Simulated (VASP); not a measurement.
Crystal: Mg2ZnTeS2.

```
Mg Zn Te S
1.0
     2.99874   -4.14124    0.00000
     2.99874    4.14124    0.00000
     0.00000    0.00000    6.16642
Mg Zn Te S
2 1 1 2
Direct
  0.50000 0.50000 0.00000
  0.00000 0.00000 0.50000
  0.50000 0.50000 0.50000
  0.00000 0.00000 0.00000
  0.22330 0.77670 0.50000
  0.77670 0.22330 0.50000
```

The cell was built by a generator and needn't be a form met in nature.

```yaml
Program: VASP 6.6.1
Task: relaxation of cell and atoms
Functional: PBE
Potentials_or_basis: VASP PAW PBE potentials, release 64 (Mg, Zn, Te, S)
Cutoff: 520 eV
k_mesh: 3 × 3 × 3
Occupations: gaussian, width 0.15 eV
Spin: no spin polarisation
```

At the start: pressure 12.0 GPa; volume 25.53 Å³/atom.

Q: Where does the relaxation end?

A: Over 12 steps the energy falls by 774.4 meV/atom and the volume is 26.94 Å³/atom (+5.6 %); space group Cmmm (No. 65, to 0.05 Å).

Step by step:
```csv
step,energy change (eV),largest force (eV/Å),pressure (GPa),volume (Å³)
1,0.0000,11.6851,12.03,153.16
2,-4.0520,0.7427,-4.24,196.61
3,-4.3148,1.2383,-3.45,176.83
4,-4.3137,1.2810,-2.96,176.35
5,-4.5386,0.2364,0.06,164.98
6,-4.5422,0.0161,-0.46,166.08
7,-4.5875,0.0273,-0.17,163.02
8,-4.6176,0.1591,1.40,154.86
9,-4.6248,0.1020,0.89,157.68
10,-4.6378,0.3122,0.04,160.42
11,-4.6376,0.3242,-0.14,160.59
12,-4.6466,0.0698,-0.29,161.66
```

Final structure:
```xyz
6
Lattice="3.0036 -4.7149 0.0000 3.0036 4.7149 0.0000 0.0000 0.0000 5.7077" Properties=species:S:1:pos:R:3 pbc="T T T"
Mg    3.0036    0.0000    0.0000
Mg    0.0000    0.0000    2.8538
Zn    3.0036    0.0000    2.8538
Te    0.0000    0.0000    0.0000
S     3.0036    2.0867    2.8538
S     3.0036   -2.0867    2.8538
```

Caveat: the k mesh is coarse (spacing up to 0.43 Å⁻¹), so the values aren't converged.
